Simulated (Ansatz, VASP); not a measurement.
## Fe2RuO4: VASP beside Ansatz

```
Fe Ru O
1.0
     0.00000    3.99213    3.99213
     3.99213    0.00000    3.99213
     3.99213    3.99213    0.00000
Fe Ru O
4 2 8
Direct
  0.50000 0.50000 0.50000
  0.00000 0.50000 0.50000
  0.50000 0.50000 0.00000
  0.50000 0.00000 0.50000
  0.12500 0.12500 0.12500
  0.87500 0.87500 0.87500
  0.24350 0.24350 0.24350
  0.23050 0.75650 0.75650
  0.24350 0.24350 0.76950
  0.75650 0.23050 0.75650
  0.76950 0.24350 0.24350
  0.75650 0.75650 0.75650
  0.24350 0.76950 0.24350
  0.75650 0.75650 0.23050
```

The cell was built by a generator and needn't be a form met in nature.

Alike in both runs: task single point; functional r2SCAN; k mesh 7 × 7 × 7; occupations fermi-dirac, width 0.0471 eV; no spin polarisation.

|  | VASP | Ansatz |
| --- | --- | --- |
| version | VASP 6.6.1 | Ansatz 0.2.0 |
| potentials or method | VASP PAW PBE potentials, release 64 (Fe, Ru_pv, O) | PAW plane waves |
| plane-wave cutoff (eV) | 520 | 500 |
| valence electrons in the cell | 108 | 144 |

```tsv
	VASP	Ansatz	Ansatz less VASP
rms of the force components (eV/Å)	5.520	5.480	-0.0399
```

Atom by atom the forces differ by 0.040 eV/Å (rms over components). The two sets of potentials don't hold the same shells in valence.

Caveats: the PAW data sets were made with another functional, which shifts forces and pressure a little (VASP); an odd mesh through Γ misses points on the zone boundary, where band edges often lie. r2SCAN opens gaps a little over a GGA but as a rule still falls short of measured ones. Spin polarisation is off, so any magnetic state and its effect on volume and gap are missing.
